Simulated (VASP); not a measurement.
All values below come from LDA (Ceperley-Alder, Perdew-Zunger), VASP's LDA PAW potentials (set 64) (plane waves; VASP 6.6.1).

Input for VASP

**INCAR**
```
# general
SYSTEM  =  H2
PREC    =  Accurate
ENCUT   =  300
LREAL   =  F
LASPH   =  T

# electronic loop
EDIFF   =  1E-6
NELM    =  100
ALGO    =  Normal

# smearing
ISMEAR  =  0
SIGMA   =  0.05

# ions
IBRION  =  2
NSW     =  50
ISIF    =  3
EDIFFG  =  -0.01

# output
LWAVE   =  F
LCHARG  =  F
```

KPOINTS:
```
Automatic mesh
0
Gamma
10 10 14
0 0 0
```

### POSCAR
```
H2
1
    2.5670230000     0.0000000000     0.0000000000
   -1.2835110000     2.2231070000     0.0000000000
    0.0000000000     0.0000000000     1.5613050000
H
3
Direct
  0.0000000000   0.0000000000   0.0000000000
  0.3333330000   0.6666670000   0.5000000000
  0.6666670000   0.3333330000   0.5000000000
```

POTCAR, in this order: H (LDA.64 set). Program: vasp_std.

Output

### OUTCAR
```
 ion  position               nearest neighbor table
   1  0.000  0.000  0.000-
   2  0.333  0.667  0.500-
   3  0.667  0.333  0.500-
  LATTYP: Found a hexagonal cell.
 ALAT       =     2.5670230000
 C/A-ratio  =     0.6082162100
 Subroutine PRICEL returns:
 Original cell was already a primitive cell.
 Subroutine GETGRP returns: Found 24 space group operations
The static configuration has the point symmetry D_6h.
The dynamic configuration has the point symmetry D_6h.
 Subroutine INISYM returns: Found 24 space group operations
 Subroutine IBZKPT returns following result:
 Found    112 irreducible k-points:

 Following reciprocal coordinates:
            Coordinates               Weight
  0.000000  0.000000  0.000000      1.000000
  0.100000 -0.000000  0.000000      6.000000
  0.200000 -0.000000  0.000000      6.000000
  0.300000  0.000000  0.000000      6.000000
  0.400000  0.000000  0.000000      6.000000
  0.500000 -0.000000  0.000000      3.000000
  0.100000  0.100000  0.000000      6.000000
  0.200000  0.100000  0.000000     12.000000
  0.300000  0.100000  0.000000     12.000000
  0.400000  0.100000  0.000000     12.000000
  0.200000  0.200000  0.000000      6.000000
  0.300000  0.200000  0.000000     12.000000
  0.400000  0.200000  0.000000      6.000000
  0.300000  0.300000  0.000000      6.000000
  0.000000  0.000000  0.071429      2.000000
  0.100000 -0.000000  0.071429     12.000000
  0.200000 -0.000000  0.071429     12.000000
  0.300000  0.000000  0.071429     12.000000
  0.400000  0.000000  0.071429     12.000000
  0.500000 -0.000000  0.071429      6.000000
  0.100000  0.100000  0.071429     12.000000
  0.200000  0.100000  0.071429     24.000000
...
```

**OSZICAR**
```
       N       E                     dE             d eps       ncg     rms          rms(c)
DAV:   1    -0.678117096534E+01   -0.67812E+01   -0.58530E+02  1275   0.223E+02
DAV:   2    -0.739029790020E+01   -0.60913E+00   -0.54642E+00  1465   0.195E+01
DAV:   3    -0.739232492044E+01   -0.20270E-02   -0.20259E-02  1285   0.105E+00
DAV:   4    -0.739232499556E+01   -0.75121E-07   -0.74988E-07  1560   0.575E-03
DAV:   5    -0.739232499546E+01    0.10187E-09   -0.10814E-11  1230   0.193E-05    0.106E+00
DAV:   6    -0.739071783861E+01    0.16072E-02   -0.33271E-03  1300   0.298E-01    0.624E-01
DAV:   7    -0.739053477614E+01    0.18306E-03   -0.26828E-03  1285   0.309E-01    0.118E-01
DAV:   8    -0.739053764836E+01   -0.28722E-05   -0.14229E-04  1290   0.102E-01    0.511E-03
DAV:   9    -0.739053791189E+01   -0.26353E-06   -0.15097E-06   925   0.136E-02
   1 F= -.73905379E+01 E0= -.73903170E+01  d E =-.739054E+01
       N       E                     dE             d eps       ncg     rms          rms(c)
DAV:   1    -0.740715145227E+01   -0.16614E-01   -0.31134E-02  1275   0.181E+00    0.976E-02
DAV:   2    -0.740716007746E+01   -0.86252E-05   -0.10089E-04  1255   0.820E-02    0.576E-02
DAV:   3    -0.740717859373E+01   -0.18516E-04   -0.55916E-05  1260   0.464E-02    0.983E-03
DAV:   4    -0.740717876553E+01   -0.17181E-06   -0.45501E-06  1150   0.169E-02
   2 F= -.74071788E+01 E0= -.74069238E+01  d E =-.166409E-01
       N       E                     dE             d eps       ncg     rms          rms(c)
DAV:   1    -0.743030588891E+01   -0.23127E-01   -0.66396E-02  1265   0.269E+00    0.127E-01
DAV:   2    -0.743040774073E+01   -0.10185E-03   -0.10990E-04  1215   0.108E-01    0.786E-02
DAV:   3    -0.743047198666E+01   -0.64246E-04   -0.28906E-05  1290   0.450E-02    0.476E-03
DAV:   4    -0.743047180092E+01    0.18574E-06   -0.15084E-06   810   0.913E-03
   3 F= -.74304718E+01 E0= -.74303224E+01  d E =-.399339E-01
       N       E                     dE             d eps       ncg     rms          rms(c)
DAV:   1    -0.743884668354E+01   -0.83747E-02   -0.27458E-01  1270   0.563E+00    0.258E-01
DAV:   2    -0.743894054224E+01   -0.93859E-04   -0.62322E-04  1235   0.228E-01    0.154E-01
DAV:   3    -0.743907970530E+01   -0.13916E-03   -0.40554E-04  1270   0.132E-01    0.226E-02
DAV:   4    -0.743908028246E+01   -0.57717E-06   -0.28013E-05  1250   0.431E-02    0.174E-03
DAV:   5    -0.743908028885E+01   -0.63835E-08   -0.37230E-07   655   0.543E-03
   4 F= -.74390803E+01 E0= -.74389815E+01  d E =-.485424E-01
       N       E                     dE             d eps       ncg     rms          rms(c)
DAV:   1    -0.744249562969E+01   -0.34153E-02   -0.38353E-02  1240   0.208E+00    0.861E-02
DAV:   2    -0.744253436255E+01   -0.38733E-04   -0.56619E-05  1210   0.791E-02    0.530E-02
DAV:   3    -0.744256004994E+01   -0.25687E-04   -0.18347E-05  1270   0.334E-02    0.388E-03
DAV:   4    -0.744255982297E+01    0.22697E-06   -0.12219E-06   730   0.822E-03
   5 F= -.74425598E+01 E0= -.74424518E+01  d E =-.520219E-01
       N       E                     dE             d eps       ncg     rms          rms(c)
DAV:   1    -0.744268542114E+01   -0.12537E-03   -0.11212E-03  1255   0.356E-01    0.152E-02
DAV:   2    -0.744268635645E+01   -0.93531E-06   -0.18612E-06  1200   0.137E-02
   6 F= -.74426864E+01 E0= -.74425830E+01  d E =-.521484E-01
       N       E                     dE             d eps       ncg     rms          rms(c)
DAV:   1    -0.744680113159E+01   -0.41157E-02   -0.37915E-02  1255   0.193E+00    0.844E-02
DAV:   2    -0.744683036708E+01   -0.29235E-04   -0.80055E-05  1230   0.933E-02    0.514E-02
DAV:   3    -0.744685073827E+01   -0.20371E-04   -0.30925E-05  1280   0.387E-02    0.537E-03
DAV:   4    -0.744685050844E+01    0.22984E-06   -0.25303E-06   845   0.117E-02
   7 F= -.74468505E+01 E0= -.74467523E+01  d E =-.416415E-02
       N       E                     dE             d eps       ncg     rms          rms(c)
DAV:   1    -0.744689110821E+01   -0.40370E-04   -0.20504E-04  1255   0.142E-01    0.644E-03
DAV:   2    -0.744689118734E+01   -0.79128E-07   -0.48700E-07  1125   0.726E-03
   8 F= -.74468912E+01 E0= -.74467937E+01  d E =-.420483E-02
       N       E                     dE             d eps       ncg     rms          rms(c)
DAV:   1    -0.744874346941E+01   -0.18524E-02   -0.40394E-03  1270   0.693E-01    0.342E-02
DAV:   2    -0.744874427225E+01   -0.80284E-06   -0.36378E-06  1180   0.169E-02
   9 F= -.74487443E+01 E0= -.74486478E+01  d E =-.185308E-02
       N       E                     dE             d eps       ncg     rms          rms(c)
DAV:   1    -0.744903610861E+01   -0.29264E-03   -0.19666E-03  1270   0.482E-01    0.236E-02
DAV:   2    -0.744903648442E+01   -0.37581E-06   -0.18100E-06  1190   0.120E-02
  10 F= -.74490365E+01 E0= -.74489402E+01  d E =-.214530E-02
```

File OUTCAR:
```
------------------------ aborting loop because EDIFF is reached ----------------------------------------
  FORCE on cell =-STRESS in cart. coord.  units (eV):
  Direction    XX          YY          ZZ          XY          YZ          ZX
  --------------------------------------------------------------------------------------
  Total       -0.0175376     -0.0175376      0.0170319     -0.0000000     -0.0000000     -0.0000000
  in kB       -3.3431806     -3.3431802      3.2467874     -0.0000007     -0.0000000     -0.0000000
  external PRESSURE =      -1.1465245 kB  Pullay stress =       0.0000000 kB
  volume of cell :        8.40
      direct lattice vectors                 reciprocal lattice vectors
     2.448482272 -0.000000028 -0.000000000     0.408416274  0.235799169  0.000000000
    -1.224240683  2.120447750  0.000000000     0.000000005  0.471598513  0.000000000
    -0.000000000 -0.000000000  1.618810870     0.000000000 -0.000000000  0.617737389
 POSITION                                       TOTAL-FORCE (eV/Angst)
 -----------------------------------------------------------------------------------
      0.00000      0.00000     -0.00000        -0.000000      0.000000      0.000000
     -0.00000      1.41363      0.80941        -0.000000      0.000000     -0.000000
      1.22424      0.70682      0.80941         0.000000     -0.000000      0.000000
 -----------------------------------------------------------------------------------
    total drift:                                0.000000     -0.000000      0.000000
  FREE ENERGIE OF THE ION-ELECTRON SYSTEM (eV)
  ---------------------------------------------------
  free  energy   TOTEN  =        -7.4490364844 eV

  energy  without entropy=       -7.4488438290  energy(sigma->0) =       -7.44894016

 reached required accuracy - stopping structural energy minimisation
```
(Selected blocks of OUTCAR.)

CONTCAR:
```
H2
   1.00000000000000
     2.4484822717447652   -0.0000000276684526   -0.0000000000000000
    -1.2242406829231087    2.1204477502593377    0.0000000000000000
    -0.0000000000000000   -0.0000000000000001    1.6188108696892300
  H
     3
Direct
     0.0000000000000000    0.0000000000000000    0.0000000000000000
     0.3333330000000032    0.6666669999999968    0.5000000000000000
     0.6666669999999968    0.3333330000000032    0.5000000000000000
```

At this cut-off the stress carries a Pulay error, which pulls relaxed volumes low. Energy and stress use the plane-wave basis of the starting cell.

The structure was generated: H2 was put into an ordered model structure, which need not be its known phase. This run relaxes it. Symmetry was kept, so distortions that lower it aren't found. The run is one of a series of settings (EDIFFG = -0.01, IBRION = 2, ISIF = 3, NSW = 50 against the base run), some of them coarse on purpose.
